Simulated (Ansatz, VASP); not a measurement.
**ZrIn in VASP and in Ansatz**

```
CELL_PARAMETERS angstrom
3.08741 0.00000 0.00000
0.00000 3.08741 0.00000
0.00000 0.00000 4.37859
ATOMIC_POSITIONS crystal
Zr 0.00000 0.00000 0.00000
In 0.50000 0.50000 0.50000
```

The cell comes from a database or a generator and needn't be the stable form of this composition.

Alike in both runs: task single point; functional LDA; k mesh 7 × 7 × 5; no spin polarisation.

```csv
,VASP,Ansatz
version,VASP 6.6.1,Ansatz 0.2.0
potentials or method,"VASP PAW LDA potentials, release 64 (Zr_sv, In_d)","plane waves, PAW"
plane-wave cutoff (eV),520,500
occupations,"methfessel-paxton of order 1, width 0.1 eV",cold
valence electrons in the cell,25,25
```

Ansatz gave:

| Item | Value |
| --- | --- |
| pressure (GPa) | -1.3 |
| largest component of the traceless stress (GPa) | 0.35 |

Problem. What did VASP give for the same quantities?

Solution. Pressure (GPa): -1.0; largest component of the traceless stress (GPa): 0.28.
